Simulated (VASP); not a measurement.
All values below come from PBEsol GGA, VASP's PBE PAW potentials (set 64) (plane waves; VASP).

VASP ran on this input.

### INCAR
```
SYSTEM = InAs
PREC = Accurate
ENCUT = 500
EDIFF = 1E-6
NELM = 100
ALGO = Normal
LREAL = .FALSE.
LASPH = .TRUE.
ISMEAR = 0
SIGMA = 0.05
GGA = PS
LMAXMIX = 4
LWAVE = .FALSE.
LCHARG = .FALSE.
IBRION = 2
ISIF = 3
NSW = 40
EDIFFG = -0.02
PSTRESS = 300
```

### POSCAR
```
InAs
1.0
  0.0000000000   2.7743606861   2.7743606861
  2.7743606861   0.0000000000   2.7743606861
  2.7743606861   2.7743606861   0.0000000000
In As
1 1
Cartesian
  0.0000000000   0.0000000000   0.0000000000
  1.3871803431   1.3871803431   1.3871803431
```

File KPOINTS:
```
Automatic mesh
0
Gamma
8 8 8
0 0 0
```

POTCAR, in this order: In_d As (PBE.64 set). Program: vasp_std.

What VASP printed:

OSZICAR:
```
       N       E                     dE             d eps       ncg     rms          rms(c)
DAV:   1     0.118332736085E+03    0.11833E+03   -0.86671E+03   754   0.159E+03
DAV:   2    -0.642601023358E-01   -0.11840E+03   -0.11515E+03   789   0.338E+02
DAV:   3    -0.773477028373E+01   -0.76705E+01   -0.75259E+01  1004   0.899E+01
DAV:   4    -0.792019396313E+01   -0.18542E+00   -0.18531E+00   862   0.149E+01
DAV:   5    -0.792804429903E+01   -0.78503E-02   -0.78500E-02  1078   0.269E+00    0.705E+00
DAV:   6    -0.756457861985E+01    0.36347E+00   -0.50889E-01  1118   0.183E+01    0.378E+00
DAV:   7    -0.749781742429E+01    0.66761E-01   -0.23440E-01  1044   0.682E+00    0.774E-01
DAV:   8    -0.749550496350E+01    0.23125E-02   -0.26876E-02   910   0.253E+00    0.472E-01
DAV:   9    -0.749551523978E+01   -0.10276E-04   -0.14341E-03   891   0.329E-01    0.286E-01
DAV:  10    -0.749556679108E+01   -0.51551E-04   -0.37373E-04   973   0.510E-01    0.116E-01
DAV:  11    -0.749558088940E+01   -0.14098E-04   -0.12922E-04  1079   0.262E-01    0.400E-02
DAV:  12    -0.749557682751E+01    0.40619E-05   -0.19547E-05  1012   0.765E-02    0.841E-03
DAV:  13    -0.749557678986E+01    0.37651E-07   -0.23757E-06   766   0.141E-02
   1 F= 0.50146624E+00 E0= 0.50146624E+00  d E =0.501466E+00
```

OUTCAR:
```
------------------------ aborting loop because EDIFF is reached ----------------------------------------
  FORCE on cell =-STRESS in cart. coord.  units (eV):
  Direction    XX          YY          ZZ          XY          YZ          ZX
  --------------------------------------------------------------------------------------
  Total        7.9600430      7.9600430      7.9600430      0.0000000      0.0000000      0.0000000
  in kB      298.6119874    298.6119874    298.6119874      0.0000000      0.0000000      0.0000000
  external PRESSURE =      -1.3880126 kB  Pullay stress =     300.0000000 kB
  volume of cell :       42.71
      direct lattice vectors                 reciprocal lattice vectors
     0.000000000  2.774360686  2.774360686    -0.180221700  0.180221700  0.180221700
     2.774360686  0.000000000  2.774360686     0.180221700 -0.180221700  0.180221700
     2.774360686  2.774360686  0.000000000     0.180221700  0.180221700 -0.180221700
  FREE ENERGIE OF THE ION-ELECTRON SYSTEM (eV)
  ---------------------------------------------------
  free  energy   TOTEN  =        -7.4955767899 eV

  energy  without entropy=       -7.4955767899  energy(sigma->0) =       -7.49557679
  enthalpy is  TOTEN    =         0.5014662444 eV   P V=        7.9970430343

 reached required accuracy - stopping structural energy minimisation
```
(Selected blocks of OUTCAR.)

The structure was generated: InAs was put into the zinc blende type (F-43m), which need not be its known phase. It was relaxed first under an external pressure of 30 GPa.
